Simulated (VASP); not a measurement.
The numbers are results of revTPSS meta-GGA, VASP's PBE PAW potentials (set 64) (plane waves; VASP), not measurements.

The input files of a VASP run:

**POSCAR**
```
BN
2.533280
  0.0000000000   0.7071066975   0.7071066975
  0.7071066975   0.0000000000   0.7071066975
  0.7071066975   0.7071066975   0.0000000000
B N
1 1
Cart
  0.0000000000   0.0000000000   0.0000000000
  0.3535533487   0.3535533487   0.3535533487
```

File KPOINTS:
```
Automatic mesh
0
Gamma
12 12 12
0 0 0
```

### INCAR
```
SYSTEM = BN
PREC = Accurate
ENCUT = 520
EDIFF = 1E-7
NELM = 100
ALGO = Normal
LREAL = .FALSE.
LASPH = .TRUE.
ISMEAR = 0
SIGMA = 0.05
METAGGA = RTPSS
LMIXTAU = .TRUE.
LWAVE = .FALSE.
LCHARG = .FALSE.
ISIF = 2
```

POTCAR, in this order: B N (PBE.64 set). Program: vasp_std.

Task: Predict the energy per atom (σ→0), pressure, band gap (on the k-mesh).

Result: 
```yaml
energy per atom (σ→0): -9.962 eV/atom
band gap (on the k-mesh): 4.34 eV
pressure: 121.9 kbar
```

OSZICAR:
```
...
DAV:  12    -0.199241268052E+02    0.14902E-03   -0.29502E-04  1248   0.201E-01    0.189E-01
DAV:  13    -0.199240122849E+02    0.11452E-03   -0.56611E-04  1176   0.277E-01    0.617E-02
DAV:  14    -0.199245446012E+02   -0.53232E-03   -0.85438E-04  1456   0.227E-01    0.125E-02
DAV:  15    -0.199245410728E+02    0.35284E-05   -0.27689E-05  1416   0.642E-02    0.832E-03
DAV:  16    -0.199245453585E+02   -0.42857E-05   -0.46227E-06  1152   0.253E-02    0.516E-03
DAV:  17    -0.199245486768E+02   -0.33183E-05   -0.15003E-06  1152   0.128E-02    0.146E-03
DAV:  18    -0.199245487522E+02   -0.75390E-07   -0.82112E-08   680   0.294E-03
   1 F= -.19924549E+02 E0= -.19924549E+02  d E =-.165905E-14
```

The compound is BN in the zinc blende structure. This cell is one point of a volume scan, at 0.97 of the reference volume.
